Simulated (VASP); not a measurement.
Shape and ions are relaxed at each volume.

Input:

```cif
data_Ho2
_chemical_formula_sum 'Ho2'
_space_group_name_H-M_alt 'P63/mmc'
_space_group_IT_number 194
_space_group_name_Hall '-P 6c 2c'
_cell_length_a 3.53942
_cell_length_b 3.53942
_cell_length_c 5.53979
_cell_angle_alpha 90.000
_cell_angle_beta 90.000
_cell_angle_gamma 120.000
loop_
_atom_site_label
_atom_site_type_symbol
_atom_site_symmetry_multiplicity
_atom_site_Wyckoff_symbol
_atom_site_fract_x
_atom_site_fract_y
_atom_site_fract_z
_atom_site_occupancy
Ho1 Ho 2 c 0.33333 0.66667 0.25000 1
```

Method: PBE GGA with D3 dispersion (Becke-Johnson damping), VASP's PBE PAW potentials (set 64) (plane waves; VASP). Settings: 520 eV cut-off, 12×12×7 Γ-centred mesh, first-order Methfessel-Paxton smearing of 0.10 eV, potentials Ho_3.

The 4f electrons are frozen in the core of the lanthanide potential, so 4f levels, which can set the real gap, and their magnetism are missing.

Q: Give the energy at these volumes per atom, relative to the lowest: 28.28, 29.18, 30.09, 30.99, 31.89 Å³.

A: 15.1, 3.4, 0.0, 3.6, 13.6 meV/atom. A third-order Birch-Murnaghan fit gives B0 = 42.4 GPa and B0′ = 3.6.

Measured: bulk modulus 40.2 GPa (computed value off by +5.5 %), as given by Wikipedia, Holmium (infobox). The calculation is for a static lattice, while the measured bulk modulus holds thermal and zero-point effects, which are part of the difference.

The compound is Ho in the hcp structure. It was relaxed first.
